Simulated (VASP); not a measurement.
Output of a VASP run:

OSZICAR:
```
       N       E                     dE             d eps       ncg     rms          rms(c)
DAV:   1     0.261847083512E+03    0.26185E+03   -0.11580E+04   520   0.201E+03
DAV:   2     0.521332089885E+02   -0.20971E+03   -0.20575E+03   752   0.320E+02
DAV:   3     0.117953192237E+02   -0.40338E+02   -0.35963E+02   712   0.146E+02
DAV:   4     0.104512581794E+02   -0.13441E+01   -0.13438E+01   768   0.329E+01
DAV:   5     0.103859637947E+02   -0.65294E-01   -0.65292E-01   840   0.608E+00    0.427E+01
DAV:   6    -0.691923424787E+01   -0.17305E+02   -0.16957E+02   544   0.151E+02    0.188E+01
DAV:   7    -0.546970497406E+01    0.14495E+01   -0.14828E+01   800   0.400E+01    0.626E+00
DAV:   8    -0.590907577734E+01   -0.43937E+00   -0.10866E+01   800   0.355E+01    0.910E+00
DAV:   9    -0.526645886395E+01    0.64262E+00   -0.62155E+00   728   0.181E+01    0.397E+00
DAV:  10    -0.546845222256E+01   -0.20199E+00   -0.91997E-01   768   0.734E+00    0.386E+00
DAV:  11    -0.532368669993E+01    0.14477E+00   -0.14120E+00   752   0.978E+00    0.165E+00
DAV:  12    -0.533080827057E+01   -0.71216E-02   -0.22743E-01   568   0.412E+00    0.649E-01
DAV:  13    -0.535296688434E+01   -0.22159E-01   -0.26972E-02   592   0.209E+00    0.909E-01
DAV:  14    -0.535378806587E+01   -0.82118E-03   -0.24464E-03   960   0.435E-01    0.596E-01
DAV:  15    -0.534840776711E+01    0.53803E-02   -0.19164E-02   768   0.107E+00    0.198E-01
DAV:  16    -0.534948155514E+01   -0.10738E-02   -0.90219E-03   744   0.779E-01    0.111E-01
DAV:  17    -0.534939173530E+01    0.89820E-04   -0.31284E-04   712   0.204E-01    0.917E-02
DAV:  18    -0.534944003014E+01   -0.48295E-04   -0.26074E-04   800   0.139E-01    0.256E-02
DAV:  19    -0.534947983072E+01   -0.39801E-04   -0.61879E-05   776   0.705E-02    0.838E-03
DAV:  20    -0.534946903921E+01    0.10792E-04   -0.36384E-06   528   0.232E-02    0.469E-03
DAV:  21    -0.534948660048E+01   -0.17561E-04   -0.17490E-06   376   0.207E-02    0.461E-03
DAV:  22    -0.534948589019E+01    0.71029E-06   -0.67305E-07   320   0.134E-02
   1 F= -.53494859E+01 E0= -.53494859E+01  d E =-.534949E+01
```

File OUTCAR:
```
------------------------ aborting loop because EDIFF is reached ----------------------------------------
  FORCE on cell =-STRESS in cart. coord.  units (eV):
  Direction    XX          YY          ZZ          XY          YZ          ZX
  --------------------------------------------------------------------------------------
  Total        0.0131706      0.0131706      0.0131706     -0.0000000     -0.0000000      0.0000000
  in kB        0.5252397      0.5252397      0.5252397     -0.0000000     -0.0000000      0.0000000
  external PRESSURE =       0.5252397 kB  Pullay stress =       0.0000000 kB
  volume of cell :       40.18
      direct lattice vectors                 reciprocal lattice vectors
     0.000000000  2.718379452  2.718379452    -0.183933115  0.183933115  0.183933115
     2.718379452  0.000000000  2.718379452     0.183933115 -0.183933115  0.183933115
     2.718379452  2.718379452  0.000000000     0.183933115  0.183933115 -0.183933115
 POSITION                                       TOTAL-FORCE (eV/Angst)
 -----------------------------------------------------------------------------------
      0.00000      0.00000      0.00000        -0.000000      0.000000      0.000000
      1.35919      1.35919      1.35919        -0.000000     -0.000000     -0.000000
      4.07757      4.07757      4.07757         0.000000      0.000000      0.000000
 -----------------------------------------------------------------------------------
    total drift:                               -0.000000     -0.000000      0.000000
  FREE ENERGIE OF THE ION-ELECTRON SYSTEM (eV)
  ---------------------------------------------------
  free  energy   TOTEN  =        -5.3494858902 eV

  energy  without entropy=       -5.3494858902  energy(sigma->0) =       -5.34948589

 reached required accuracy - stopping structural energy minimisation
```
(Selected blocks of OUTCAR.)

POSCAR:
```
CeO2
1
   -0.0000000000     2.7183794524     2.7183794524
    2.7183794524     0.0000000000     2.7183794524
    2.7183794524     2.7183794524     0.0000000000
Ce O
1 2
Direct
  0.0000000000   0.0000000000   0.0000000000
  0.2500000000   0.2500000000   0.2500000000
  0.7500000000   0.7500000000   0.7500000000
```

Problem. Reconstruct the remaining input files.

Solution. Several could match; the one computed here: the input of the run itself, revTPSS meta-GGA, plane waves, VASP's PBE PAW potentials (set 64).

### KPOINTS
```
K-points
0
Gamma
  6 6 6
```

INCAR:
```
! general
SYSTEM  = CeO2
PREC    = Accurate
ENCUT   = 520
LREAL   = .FALSE.   ! projection in real space or not
LASPH   = .TRUE.   ! aspherical one-centre terms

! electronic loop
EDIFF   = 1E-6
NELM    = 100   ! most electronic steps
ALGO    = Normal   ! blocked Davidson
LMAXMIX = 6   ! l cut-off of mixed one-centre charges
LMIXTAU = .TRUE.

! smearing
ISMEAR  = 0   ! Gaussian
SIGMA   = 0.05   ! width (eV)

! functional
METAGGA = RTPSS

! ions
IBRION  = 2   ! conjugate gradients
NSW     = 60
ISIF    = 3   ! ions, shape and volume
EDIFFG  = -0.02   ! ionic stop

! output
LWAVE   = .FALSE.
LCHARG  = .FALSE.
```

POTCAR, in this order: Ce O (PBE.64 set). Program: vasp_std.

The compound is CeO2 in the fluorite structure. It was relaxed first. The start is the result of an earlier pass. The run is not spin-polarised, so no magnetic state was tried.
